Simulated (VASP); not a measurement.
These are LDA (Ceperley-Alder, Perdew-Zunger), VASP's LDA PAW potentials (set 64) (plane waves; VASP) values and carry that method's errors.

The input files of a VASP run:

POSCAR:
```
FeAl
2.813070
  1.0000001026   0.0000000000   0.0000000000
  0.0000000000   1.0000001026   0.0000000000
  0.0000000000   0.0000000000   1.0000001026
Al Fe
1 1
Direct
  0.5000000000   0.5000000000   0.5000000000
  0.0000000000   0.0000000000   0.0000000000
```

INCAR:
```
SYSTEM = FeAl
PREC = Accurate; ENCUT = 520; LREAL = .False.
LASPH = .True.
EDIFF = 1E-7; NELM = 100; ALGO = Normal
LMAXMIX = 4
ISMEAR = -5
ISIF = 2
LWAVE = .False.; LCHARG = .True.; LORBIT = 11
NEDOS = 601
```

File KPOINTS:
```
Automatic mesh
0
Gamma
14 14 14
0 0 0
```

POTCAR, in this order: Al Fe (LDA.64 set). Program: vasp_std.

The resulting files:

### OUTCAR
```
 ion  position               nearest neighbor table
   1  0.500  0.500  0.500-   2 2.44   2 2.44   2 2.44   2 2.44   2 2.44   2 2.44   2 2.44   2 2.44
  LATTYP: Found a simple cubic cell.
 ALAT       =     2.8130702887
 Subroutine PRICEL returns:
 Original cell was already a primitive cell.
 Subroutine GETGRP returns: Found 48 space group operations
The static configuration has the point symmetry O_h .
The dynamic configuration has the point symmetry O_h .
 Subroutine INISYM returns: Found 48 space group operations
 Subroutine IBZKPT returns following result:
 Found    120 irreducible k-points:

 Following reciprocal coordinates:
            Coordinates               Weight
  0.000000  0.000000  0.000000      1.000000
  0.071429  0.000000  0.000000      6.000000
  0.142857  0.000000  0.000000      6.000000
  0.214286  0.000000  0.000000      6.000000
  0.285714  0.000000  0.000000      6.000000
  0.357143  0.000000  0.000000      6.000000
  0.428571  0.000000  0.000000      6.000000
  0.500000  0.000000  0.000000      3.000000
  0.071429  0.071429  0.000000     12.000000
  0.142857  0.071429  0.000000     24.000000
  0.214286  0.071429  0.000000     24.000000
  0.285714  0.071429  0.000000     24.000000
  0.357143  0.071429  0.000000     24.000000
  0.428571  0.071429  0.000000     24.000000
  0.500000  0.071429  0.000000     12.000000
  0.142857  0.142857  0.000000     12.000000
  0.214286  0.142857  0.000000     24.000000
  0.285714  0.142857  0.000000     24.000000
  0.357143  0.142857  0.000000     24.000000
  0.428571  0.142857  0.000000     24.000000
  0.500000  0.142857  0.000000     12.000000
  0.214286  0.214286  0.000000     12.000000
  0.285714  0.214286  0.000000     24.000000
  0.357143  0.214286  0.000000     24.000000
  0.428571  0.214286  0.000000     24.000000
...
```

**OSZICAR**
```
       N       E                     dE             d eps       ncg     rms          rms(c)
DAV:   1     0.291430775448E+02    0.29143E+02   -0.50462E+03  2192   0.127E+03
DAV:   2    -0.150594395829E+02   -0.44203E+02   -0.42550E+02  2169   0.179E+02
DAV:   3    -0.161893177398E+02   -0.11299E+01   -0.11107E+01  2571   0.400E+01
DAV:   4    -0.162122800365E+02   -0.22962E-01   -0.22944E-01  2837   0.505E+00
DAV:   5    -0.162127043349E+02   -0.42430E-03   -0.42388E-03  2664   0.587E-01    0.142E+01
DAV:   6    -0.176746819274E+02   -0.14620E+01   -0.65276E+01  2525   0.137E+02    0.161E+01
DAV:   7    -0.143770500552E+02    0.32976E+01   -0.31566E+01  2495   0.852E+01    0.255E+00
DAV:   8    -0.143295172279E+02    0.47533E-01   -0.23241E-01  2607   0.643E+00    0.134E+00
DAV:   9    -0.143120886076E+02    0.17429E-01   -0.44462E-02  2768   0.312E+00    0.337E-01
DAV:  10    -0.143116335798E+02    0.45503E-03   -0.75029E-04  2711   0.416E-01    0.164E-01
DAV:  11    -0.143115961882E+02    0.37392E-04   -0.28371E-05  2318   0.460E-02    0.797E-03
DAV:  12    -0.143115957077E+02    0.48043E-06   -0.25543E-06  2891   0.221E-02    0.599E-03
DAV:  13    -0.143115960062E+02   -0.29849E-06   -0.78787E-07  2073   0.113E-02    0.142E-03
DAV:  14    -0.143115959723E+02    0.33967E-07   -0.29073E-08  1136   0.227E-03
   1 F= -.14311596E+02 E0= -.14311596E+02  d E =0.000000E+00
```

File OUTCAR:
```
------------------------ aborting loop because EDIFF is reached ----------------------------------------
  FORCE on cell =-STRESS in cart. coord.  units (eV):
  Direction    XX          YY          ZZ          XY          YZ          ZX
  --------------------------------------------------------------------------------------
  Total        0.0031516      0.0031516      0.0031516     -0.0000000     -0.0000000      0.0000000
  in kB        0.2268310      0.2268310      0.2268310     -0.0000000     -0.0000000      0.0000000
  external PRESSURE =       0.2268310 kB  Pullay stress =       0.0000000 kB
  volume of cell :       22.26
      direct lattice vectors                 reciprocal lattice vectors
     2.813070289  0.000000000  0.000000000     0.355483474  0.000000000  0.000000000
     0.000000000  2.813070289  0.000000000     0.000000000  0.355483474  0.000000000
     0.000000000  0.000000000  2.813070289     0.000000000  0.000000000  0.355483474
 POSITION                                       TOTAL-FORCE (eV/Angst)
 -----------------------------------------------------------------------------------
      1.40654      1.40654      1.40654         0.000000      0.000000      0.000000
      0.00000      0.00000      0.00000         0.000000      0.000000      0.000000
 -----------------------------------------------------------------------------------
    total drift:                               -0.000000      0.000000      0.000000
  FREE ENERGIE OF THE ION-ELECTRON SYSTEM (eV)
  ---------------------------------------------------
  free  energy   TOTEN  =       -14.3115959723 eV

  energy  without entropy=      -14.3115959723  energy(sigma->0) =      -14.31159597

 total charge

# of ion       s       p       d       tot
------------------------------------------
    1        0.414   0.472   0.000   0.886
    2        0.458   0.545   6.583   7.586
--------------------------------------------------
tot          0.873   1.016   6.583   8.472
```
(Selected blocks of OUTCAR.)

For a metal the tetrahedron method with Blöchl corrections gives inexact stress and forces.

The compound is FeAl in the CsCl type structure. It was relaxed first, which changed the volume by -10 %. The run is not spin-polarised, so no magnetic state was tried. The electron count is odd and the run is not spin-polarised, which forces a metal.
